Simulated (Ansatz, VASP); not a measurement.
# Al5W (Al5W (P6_322)) in two plane-wave programs

One calculation is typed for both programs; each brings its own data sets. How far apart do they land? The cell is taken from a series of runs on this material, whose earlier steps may have relaxed, scaled, displaced or heated it; both programs get it as it stands.

Method: plane waves, with VASP 6.6.1 beside it; relaxation of cell and atoms at r2SCAN, in Ansatz 0.2.0.

**1. Starting point**

The structure is hexagonal, space group P6_322 (No. 182). Conventional cell: a = 4.864 Å, b = 4.864 Å, c = 8.832 Å, α = 90.00°, β = 90.00°, γ = 120.00°. Nearest to Al lie 9 Al at 2.75 to 2.81 Å and 3 W at 2.81 Å. Nearest to Al lie 9 Al at 2.73 to 2.81 Å and 3 W at 2.81 Å. Al has 2 W at 2.73 Å and 10 Al at 2.73 to 2.84 Å nearest. Nearest to W lie 12 Al at 2.73 to 2.81 Å. Farther neighbours are not listed.

Structure file:

```cif
data_structure
_symmetry_space_group_name_H-M 'P 1'
_symmetry_Int_Tables_number 1
_cell_length_a 4.8637
_cell_length_b 4.8637
_cell_length_c 8.8322
_cell_angle_alpha 90.000
_cell_angle_beta 90.000
_cell_angle_gamma 120.000
_cell_volume 180.94
loop_
_atom_site_label
_atom_site_type_symbol
_atom_site_fract_x
_atom_site_fract_y
_atom_site_fract_z
_atom_site_occupancy
Al1 Al 0.00000 0.00000 0.75000 1
Al2 Al 0.00000 0.00000 0.25000 1
Al3 Al 0.33333 0.66667 0.75000 1
Al4 Al 0.66667 0.33333 0.25000 1
Al5 Al 0.33749 0.33749 0.00000 1
Al6 Al 0.00000 0.33749 0.50000 1
Al7 Al 0.33749 0.00000 0.50000 1
Al8 Al 0.66251 0.00000 0.00000 1
Al9 Al 0.00000 0.66251 0.00000 1
Al10 Al 0.66251 0.66251 0.50000 1
W11 W 0.33333 0.66667 0.25000 1
W12 W 0.66667 0.33333 0.75000 1
```

**2. Ansatz: relaxation of cell and atoms, r2SCAN**

Ansatz runs on its PAW soft_1 files.

The relaxed volume is the usual yardstick between codes: in a stiff, nearly cubic crystal its relative difference is about their pressure difference at one cell divided by the bulk modulus.

File input.yaml:

```yaml
crystal:
  lattice:
    - [4.8637097, 0.0, 0.0]
    - [-2.4318549, 4.2120962, 0.0]
    - [0.0, 0.0, 8.8321731]
  atoms:
    - { symbol: Al, position: [0.0, 0.0, 0.75] }
    - { symbol: Al, position: [0.0, 0.0, 0.25] }
    - { symbol: Al, position: [0.33333333, 0.66666667, 0.75] }
    - { symbol: Al, position: [0.66666667, 0.33333333, 0.25] }
    - { symbol: Al, position: [0.33748743, 0.33748743, 0.0] }
    - { symbol: Al, position: [0.0, 0.33748743, 0.5] }
    - { symbol: Al, position: [0.33748743, 0.0, 0.5] }
    - { symbol: Al, position: [0.66251257, 0.0, 0.0] }
    - { symbol: Al, position: [0.0, 0.66251257, 0.0] }
    - { symbol: Al, position: [0.66251257, 0.66251257, 0.5] }
    - { symbol: W, position: [0.33333333, 0.66666667, 0.25] }
    - { symbol: W, position: [0.66666667, 0.33333333, 0.75] }
basis:
  ecutwfc: 500
  xc_grid: 2
hamiltonian:
  xc: r2scan
  pseudopotentials: { kind: paw, azcp: { folder: soft_1 } }
kpoints:
  mp_grid: { grid: [9, 9, 5] }
scf:
  occupations: { method: fermi_dirac, width: 0.05 }
  max_iter: 150
output:
  forces: true
  stress: true
relax:
  f_tol: 0.01
  max_steps: 60
  cell: {}
checkpoint:
  write: "../r2scan.run"
  compress: false
  write_wavefunctions: false
  write_every: 100000
```

Run with:

```console
$ ansatz run input.yaml --threads 4 --pin off --max-ram 6594MiB --backend cpu --events-out ev --progress --plain --runs-dir out
```

Numbers of over 12 decimals in the logs are rounded to 6 here.

Output:

```text
Engine: ansatz 0.2.0, aarch64-unknown-linux-gnu
Pseudopotentials: kind: paw
Pseudopotential: Al, paw, valence charge 3, recommended cutoff 500 eV (meta_gga), soft_1/Al.paw.azcp
Pseudopotential: W, paw, valence charge 14, recommended cutoff 500 eV (meta_gga), soft_1/W.paw.azcp
Functional definition: r2SCAN
  parameter k0 = 0.174
  parameter k1 = 0.065
  parameter a1 = 4.9479
  exchange = r2scan_x(k0 = k0, k1 = k1, a1 = a1)
  correlation = r2scan_c
Crystal: 12 atoms, lattice volume = 180.940 Å³
Basis set: ecut = 500 eV, 4575 PW (Γ), exchange–correlation on 72×72×144 points (8 copies of the dense FFT grid, shifted against one another)
Bands: 41, of which v1, the nominal top of the filled ones, is band 29 counted from 1 (28 counted from 0)
Symmetry: 12 space group operations
Space group: P6322 (ITA 182), of the structure as read, at distance tolerance 5.7e-5 Å
k-points: 36 of 405 (time reversal used)
Non-local potential: Al, projectors of the file, l = 0: 2, l = 1: 2, l = 2: 1
Non-local potential: W, projectors of the file, l = 0: 3, l = 1: 2, l = 2: 2, l = 3: 1
PAW form: soft (Blöchl's): semilocal exchange-correlation on the pseudo side does not see the compensation charge
PAW frozen core: Al, regenerated for the run's functional (the file was generated under x = pbe(κ = 0.804, μ = 0.219515), c = pbe(β = 0.066725))
PAW frozen core: W, regenerated for the run's functional (the file was generated under x = pbe(κ = 0.804, μ = 0.219515), c = pbe(β = 0.066725))
PAW one-centre angular grid: Al, 302 points (default); XC on 160 Gauss nodes
PAW one-centre angular grid: W, 590 points (default); XC on 160 Gauss nodes
Initial density: superposition of atomic densities (chi_scale 0.1, normalization cell, long waves kept (reshape's long-wave potential 0.00 eV rms))
Initial wavefunctions: pseudopotential atomic-orbital guess
Functional: x = r2scan, c = r2scan; τ floored in thin density (d = 2e-4 eV/Å³)
SCF iter   1: F=—  HF=-26203.387346 eV  |F-HF|=—  |Δ(HF+E_count)|=         —  Δρ=4.50e-2  dr2=4.72e0  dr2_τ=1.98e-1  ethr=3.10e-3  ⟨swp⟩=6.5  Hψ=6526  notcnv=0  defer=8
preconditioner: auto → Kerker (q_TF=auto, 2.257 Å⁻¹)  [metal: Δε(μ)=0.022 eV  Ē_g=7.037 eV  σ=0.050 eV  W_gap=0.11  n_scr=36 (ndim 8)  ℏωp=17.9 eV  f_vac=0.000  D(μ)=1.52/eV (n_scr^D=2)]
SCF iter   2: F=—  HF=-26202.988530 eV  |F-HF|=—  |Δ(HF+E_count)|=   3.99e-1  Δρ=2.26e-2  dr2=9.74e-1  dr2_τ=1.24e-1  ethr=3.10e-3  ⟨swp⟩=2.7  Hψ=3037  notcnv=0  defer=123
SCF iter   3: F=—  HF=-26202.878469 eV  |F-HF|=—  |Δ(HF+E_count)|=   1.10e-1  Δρ=1.09e-2  dr2=2.24e-1  dr2_τ=9.79e-3  ethr=1.68e-3  ⟨swp⟩=2.0  Hψ=1634  notcnv=0  defer=123
SCF iter   4: F=—  HF=-26202.814079 eV  |F-HF|=—  |Δ(HF+E_count)|=   6.44e-2  Δρ=8.16e-4  dr2=1.46e-3  dr2_τ=1.43e-4  ethr=3.87e-4  ⟨swp⟩=3.0  Hψ=2614  notcnv=0  defer=123
SCF iter   5: F=—  HF=-26202.813851 eV  |F-HF|=—  |Δ(HF+E_count)|=   2.27e-4  Δρ=2.70e-4  dr2=3.30e-4  dr2_τ=2.49e-5  ethr=2.51e-6  ⟨swp⟩=2.2  Hψ=2034  notcnv=0  defer=123
SCF iter   6: F=—  HF=-26202.813793 eV  |F-HF|=—  |Δ(HF+E_count)|=   5.85e-5  Δρ=3.72e-5  dr2=4.31e-6  dr2_τ=1.62e-7  ethr=5.68e-7  ⟨swp⟩=2.1  Hψ=1716  notcnv=0  defer=123
SCF iter   7: F=—  HF=-26202.813890 eV  |F-HF|=—  |Δ(HF+E_count)|=   9.70e-5  Δρ=4.80e-6  dr2=4.28e-8  dr2_τ=3.38e-9  ethr=1.72e-10  ⟨swp⟩=2.6  Hψ=5033  notcnv=0
SCF iter   8: F=-26202.813890 eV  HF=-26202.813890 eV  |F-HF|=2.71e-9  |Δ(HF+E_count)|=   3.22e-9  Δρ=9.60e-7  dr2=3.47e-9  dr2_τ=5.77e-10  ethr=7.38e-11  ⟨swp⟩=2.0  Hψ=3865  notcnv=0
SCF 1 converged in 8 iterations: F = -26202.813890 eV  dr2 = 3.47e-9
  greatest PAW one-centre occupation: 1.000 electrons in one spin orbital (limit 2), on the W atom at site 11 (counted from 0), in its partial waves of l = 0
relax step   1: F+E_penalty+E_count = -26202.81388996 eV  Δ(F+E_penalty+E_count) = +0.000e0 eV  max|allowed force component| = 1.414e-2 eV/Å  Δτ_max = 0.0000 Å  P = +0.191 GPa  Ω = 180.940 Å³  (8 SCF iters, dr2 threshold 1.00e-7 eV, accepted)
[...]
relax step   2: F+E_penalty+E_count = -26202.81407940 eV  Δ(F+E_penalty+E_count) = -1.894e-4 eV  max|allowed force component| = 4.680e-3 eV/Å  Δτ_max = 0.0014 Å  P = -0.134 GPa  Ω = 181.364 Å³  energy of the carried Pulay correction = -3.340e-5 eV  (5 SCF iters, dr2 threshold 2.31e-7 eV, accepted)
[...]
relax step   3: F+E_penalty+E_count = -26202.81424870 eV  Δ(F+E_penalty+E_count) = -1.693e-4 eV  max|allowed force component| = 8.140e-4 eV/Å  Δτ_max = 0.0004 Å  P = -0.003 GPa  Ω = 181.190 Å³  energy of the carried Pulay correction = -1.975e-5 eV  (5 SCF iters, dr2 threshold 1.06e-7 eV, accepted)
[...]
relax step   4: F+E_penalty+E_count = -26202.81426245 eV  Δ(F+E_penalty+E_count) = -1.375e-5 eV  max|allowed force component| = 8.207e-4 eV/Å  Δτ_max = 0.0000 Å  P = -0.003 GPa  Ω = 181.190 Å³  stress off target by 4.05e-3 GPa  SCF on the basis re-selected at this cell (its energy is not comparable with the rows above)  (4 SCF iters)
basis re-selected at this cell: Δ(F+E_penalty+E_count) = -1.375e-5 eV, ΔP = +0.000 GPa vs the last step (what re-selecting the basis moved, of the pressure what is left beyond the Pulay correction that the steps carried, after the strain that the cell walked since its last selection, with what the two solves' SCF thresholds leave and, on support functions, any second-order correction that the steps lacked; it is no m [...]
SCF converged after 4 iterations
Free energy (F): -26202.814262 eV
Harris-Foulkes:  -26202.814262 eV  (|F-HF|=7.28e-12)
Internal energy: -26202.800549 eV  (E = F + TS)
E sigma→0 (E₀):  -26202.807406 eV
Entropy (-TS):   -0.013713 eV (-1.143 meV/atom)
Fermi energy:    11.125653 eV
--- Per-component energies (eV) ---
  E_band       = -308.709924
  E_kinetic    = 1085.879840
  E_local      = -2472.413214  (includes V_loc(G=0)·N_el)
  E_nonlocal   = 46.590710
  E_hartree    = 1096.534434
  E_xc         = -856.783703
  E_vxc        = -827.940850  (∫ρ·V_xc dr)
  E_paw        = -21965.371303  (= ΣΔE_a)
  E_vpaw       = -373.263383  (= ΣTr[D̂ρ^β])
  E_aug_tail   = 0.000151  (compensation charges beyond the density's cutoff)
  E_vtau       = 39.368163  (kinetic-family band-sum trace: ∫τ·v_τ [+ j·A + Jᵃ·Aᵃ] dr)
  E_ewald      = -3135.460076
  E_core_change = -1.777388  (= ΣΔE_core)
  E_smearing   = -0.013713  (= −TS)
  E_closure    = 0.000000  (closes the sum)
  Σ components = -26202.814262   (vs F -26202.814262, Δ=0.00e0)
--- Forces (eV/Å), atoms counted from 1 ---
  atom   1  Al     0.00000000     0.00000000     0.00000000
  atom   2  Al     0.00000000    -0.00000000    -0.00000000
  atom   3  Al     0.00000000    -0.00000000    -0.00000000
  atom   4  Al    -0.00000000     0.00000000     0.00000000
  atom   5  Al    -0.00041037    -0.00071078     0.00000000
  atom   6  Al     0.00041037    -0.00071078    -0.00000000
  atom   7  Al    -0.00082073    -0.00000000    -0.00000000
  atom   8  Al     0.00082073     0.00000000    -0.00000000
  atom   9  Al    -0.00041037     0.00071078    -0.00000000
  atom  10  Al     0.00041037     0.00071078     0.00000000
  atom  11  W      0.00000000     0.00000000     0.00000000
  atom  12  W      0.00000000    -0.00000000    -0.00000000
  max |Σ_I F_I| component: 1.65e-17 eV/Å
--- Stress (GPa, compression-positive) ---
       -0.004052       0.000000       0.000000
        0.000000      -0.004052      -0.000000
        0.000000      -0.000000      -0.001198
  P = ⅓ Tr σ = -0.0031 GPa (-0.031 kbar)
--- Relaxed structure (3 steps of the walk, 3 accepted, 1 SCFs on fresh bases) ---
  F+E_penalty+E_count = -26202.81426245 eV   max|allowed force component| = 8.207e-4 eV/Å   (the final SCF, on the basis selected at the relaxed cell)
  cell:  # Å, volume = 181.1902 Å³
    - [4.868298, 2.8894745703837723e-8, 0]
    - [-2.434149, 4.216070, 0]
    - [0, 0, 8.827745]
  atoms:
    - { symbol: Al, position: [0, 0, 0.750000] }
    - { symbol: Al, position: [0, 0, 0.250000] }
    - { symbol: Al, position: [0.333333, 0.666667, 0.750000] }
    - { symbol: Al, position: [0.666667, 0.333333, 0.250000] }
    - { symbol: Al, position: [0.337267, 0.337267, 0] }
    - { symbol: Al, position: [5.5503731768233096e-17, 0.337267, 0.500000] }
    - { symbol: Al, position: [0.337267, 0, 0.500000] }
    - { symbol: Al, position: [0.662733, 0, 0] }
    - { symbol: Al, position: [0, 0.662733, 0] }
    - { symbol: Al, position: [0.662733, 0.662733, 0.500000] }
    - { symbol: W, position: [0.333333, 0.666667, 0.250000] }
    - { symbol: W, position: [0.666667, 0.333333, 0.750000] }
```

(Continued in part 2 of 2.)

[Lines on the potential files, build, host, timing and source positions are cut from VASP's logs without a mark.]

[Logs are printed without paths, hosts, clocks, repeated set-up lines and the standing remarks that a program may print on its own settings, such as how far it seeks lower states.]

[Hosts, paths, dates, database ids (printed as entryN), source tags and the programs' standing remarks are cut or masked in the printed files.]
